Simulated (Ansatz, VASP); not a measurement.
# One calculation of ZrGaC5, two programs

INCAR

```
SYSTEM = ZrGaC5
  ALGO = Normal
  EDIFF = 1E-7
  EDIFFG = -0.04
  ENCUT = 600
  GGA = PE
  IBRION = 2
  ISIF = 3
  ISMEAR = 0
  LASPH = .True.
  LCHARG = .False.
  LREAL = .False.
  LWAVE = .False.
  NELM = 60
  NSW = 90
  PREC = Accurate
  SIGMA = 0.1
```

The input KPOINTS:

```
k-points
0
Gamma
  6 6 4
  0 0 0
```

The input POSCAR:

```
ZrGaC5
1.0
    3.1534886807      0.0000000000      0.0000000000
    0.0000000000      3.1534886807      0.0000000000
    0.0000000000      0.0000000000      7.0549022318
Zr Ga C
1 1 5
Direct
    0.0000000000      0.0000000000      0.0000000000
    0.0000000000      0.0000000000      0.5000000000
    0.5000000000      0.5000000000      0.0000000000
    0.5000000000      0.0000000000      0.2747171748
    0.0000000000      0.5000000000      0.2747171748
    0.5000000000      0.0000000000      0.7252828252
    0.0000000000      0.5000000000      0.7252828252
```

Input for Ansatz:

```yaml
crystal:
  lattice:
    - [3.1534886807, 0.0, 0.0]
    - [0.0, 3.1534886807, 0.0]
    - [0.0, 0.0, 7.0549022318]
  atoms:
    - { symbol: Zr, position: [0.0, 0.0, 0.0] }
    - { symbol: Ga, position: [0.0, 0.0, 0.5] }
    - { symbol: C, position: [0.5, 0.5, 0.0] }
    - { symbol: C, position: [0.5, 0.0, 0.2747171748] }
    - { symbol: C, position: [0.0, 0.5, 0.2747171748] }
    - { symbol: C, position: [0.5, 0.0, 0.7252828252] }
    - { symbol: C, position: [0.0, 0.5, 0.7252828252] }
basis:
  ecutwfc: 420
kpoints:
  mp_grid: { grid: [6, 6, 4] }
hamiltonian:
  xc: pbe
scf:
  occupations: { method: gaussian, width: 0.1 }
  lower_state_search: "off"
output:
  forces: true
  stress: true
  eigenvalues: true
relax:
  adjacent_minimum: "off"
  f_tol: 0.04
  max_steps: 70
  cell: { stress_tol: 0.4 }
```

Change from the starting cell: species swapped into the YbIn5Rh type (P4/mmm, No. 123).

Alike in both runs: task relaxation of cell and atoms; functional PBE; k mesh 6 × 6 × 4; occupations gaussian, width 0.1 eV; no spin polarisation.

```csv
,VASP,Ansatz
version,VASP 6.6.1,Ansatz 0.2.0
potentials or method,"VASP PAW PBE potentials, release 64 (Zr_sv, Ga_d, C)","scalar-relativistic, plane waves, PAW"
plane-wave cutoff (eV),600,420
valence electrons in the cell,45,45
```

Ansatz gave:

- gap on the k mesh at the Fermi level, each at its own relaxed structure (eV): none
- relaxed volume (Å³/atom): 10.05
- relaxed cell length with the largest relative difference (Å): 7.002
- energy change over the relaxation (meV/atom): -1

**Question.** Which values does VASP return?

**Answer.** gap on the k mesh at the Fermi level, each at its own relaxed structure (eV): none; relaxed volume (Å³/atom): 10.06; relaxed cell length with the largest relative difference (Å): 6.991; energy change over the relaxation (meV/atom): -1.

A gap of «none» marks a metal or a gap that the smearing closes.
